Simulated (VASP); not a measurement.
A convergence study with VASP on CuCl (zinc blende): one setting is varied, all else stays as given below, so the limit is that of these other settings.

```xyz
2
Lattice="0.0000 2.7050 2.7050 2.7050 0.0000 2.7050 2.7050 2.7050 0.0000" Properties=species:S:1:pos:R:3 pbc="T T T"
Cu     0.0000     0.0000     0.0000
Cl     1.3525     1.3525     1.3525
```

These are PBE GGA, VASP's PBE PAW potentials (set 64) (plane waves; VASP) values and carry that method's errors. The tightest run used: 550 eV cut-off, 13×13×13 Monkhorst-Pack mesh, Gaussian smearing of 0.050 eV, potentials Cu Cl.

The settings run are 1×1×1 mesh; 2×2×2 mesh; 3×3×3 mesh; 4×4×4 mesh; 5×5×5 mesh; 6×6×6 mesh; 7×7×7 mesh; 8×8×8 mesh; 9×9×9 mesh; 10×10×10 mesh; 11×11×11 mesh; 12×12×12 mesh; 13×13×13 mesh. From which on does the stress (every component) stay within 0.5 GPa of the tightest run?

From 4×4×4 mesh on: it is off by 0.05 there and by no more than 0.5 in any finer run, while 3×3×3 mesh is off by 0.61.
```json
[
 {"setting": "1×1×1 mesh", "E (eV/atom)": "1.0739", "pressure (GPa)": "50.30", "irreducible k-points": "1", "difference judged (GPa)": "49.78"},
 {"setting": "2×2×2 mesh", "E (eV/atom)": "-3.1655", "pressure (GPa)": "0.66", "irreducible k-points": "2", "difference judged (GPa)": "0.13"},
 {"setting": "3×3×3 mesh", "E (eV/atom)": "-3.1342", "pressure (GPa)": "1.14", "irreducible k-points": "4", "difference judged (GPa)": "0.61"},
 {"setting": "4×4×4 mesh", "E (eV/atom)": "-3.1712", "pressure (GPa)": "0.57", "irreducible k-points": "10", "difference judged (GPa)": "0.05"},
 {"setting": "5×5×5 mesh", "E (eV/atom)": "-3.1696", "pressure (GPa)": "0.54", "irreducible k-points": "10", "difference judged (GPa)": "0.02"},
 {"setting": "6×6×6 mesh", "E (eV/atom)": "-3.1712", "pressure (GPa)": "0.53", "irreducible k-points": "28", "difference judged (GPa)": "0.00"},
 {"setting": "7×7×7 mesh", "E (eV/atom)": "-3.1710", "pressure (GPa)": "0.53", "irreducible k-points": "20", "difference judged (GPa)": "0.00"},
 {"setting": "8×8×8 mesh", "E (eV/atom)": "-3.1712", "pressure (GPa)": "0.53", "irreducible k-points": "60", "difference judged (GPa)": "0.00"},
 {"setting": "9×9×9 mesh", "E (eV/atom)": "-3.1712", "pressure (GPa)": "0.52", "irreducible k-points": "35", "difference judged (GPa)": "0.00"},
 {"setting": "10×10×10 mesh", "E (eV/atom)": "-3.1712", "pressure (GPa)": "0.53", "irreducible k-points": "110", "difference judged (GPa)": "0.00"},
 {"setting": "11×11×11 mesh", "E (eV/atom)": "-3.1712", "pressure (GPa)": "0.53", "irreducible k-points": "56", "difference judged (GPa)": "0.00"},
 {"setting": "12×12×12 mesh", "E (eV/atom)": "-3.1712", "pressure (GPa)": "0.53", "irreducible k-points": "182", "difference judged (GPa)": "0.00"},
 {"setting": "13×13×13 mesh", "E (eV/atom)": "-3.1712", "pressure (GPa)": "0.53", "irreducible k-points": "84", "difference judged (GPa)": "0.00"}
]
```

Left out are rungs that failed or repeat a setting and relaxations that didn't move; long series are thinned to 24 rows.

The compound is CuCl in the zinc blende structure. The cell was not relaxed at this level.
